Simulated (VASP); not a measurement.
```
CsSnI3
1.0
    6.20075     0.00000     0.00000
    0.00000     6.20075     0.00000
    0.00000     0.00000     6.20075
Cs Sn I
1 1 3
Cartesian
  0.00000   0.00000   0.00000
  3.10038   3.10038   3.10038
  3.10038   0.00000   3.10038
  0.00000   3.10038   3.10038
  3.10038   3.10038   0.00000
```

Method: PBE GGA with D3 dispersion (Becke-Johnson damping), VASP's PBE PAW potentials (set 64) (plane waves; VASP 6.6.1). Settings: 520 eV cut-off, Gaussian smearing of 0.050 eV, potentials Cs_sv Sn_d I.

Unless said otherwise, spin-orbit coupling is left out, though it shifts the bands of the heavy elements here.

Task: Give the energies of bands 13 to 25 at the high-symmetry points, in eV from the valence-band maximum.

Result: 
```json
[
 {"band": "13", "Γ": "-6.26", "X": "-7.16", "M": "-7.88", "R": "-8.56"},
 {"band": "14", "Γ": "-4.76", "X": "-4.64", "M": "-4.48", "R": "-3.32"},
 {"band": "15", "Γ": "-4.76", "X": "-4.64", "M": "-3.50", "R": "-3.32"},
 {"band": "16", "Γ": "-4.76", "X": "-3.12", "M": "-2.75", "R": "-3.32"},
 {"band": "17", "Γ": "-2.37", "X": "-2.62", "M": "-2.75", "R": "-2.55"},
 {"band": "18", "Γ": "-2.37", "X": "-2.62", "M": "-2.69", "R": "-2.55"},
 {"band": "19", "Γ": "-2.37", "X": "-2.54", "M": "-2.69", "R": "-1.77"},
 {"band": "20", "Γ": "-2.21", "X": "-2.34", "M": "-2.56", "R": "-1.77"},
 {"band": "21", "Γ": "-2.21", "X": "-2.34", "M": "-1.79", "R": "-1.77"},
 {"band": "22", "Γ": "-2.21", "X": "-1.59", "M": "-0.79", "R": "0.00"},
 {"band": "23", "Γ": "2.15", "X": "1.06", "M": "0.74", "R": "0.29"},
 {"band": "24", "Γ": "3.07", "X": "3.70", "M": "0.74", "R": "0.29"},
 {"band": "25", "Γ": "3.07", "X": "3.89", "M": "3.96", "R": "0.29"}
]
```

The gap is direct, 0.29 eV, from the valence maximum at R to the conduction minimum at R.

The compound is CsSnI3 in the cubic perovskite structure, the ideal cubic form; the compound distorts at low or room temperature. It was relaxed first.
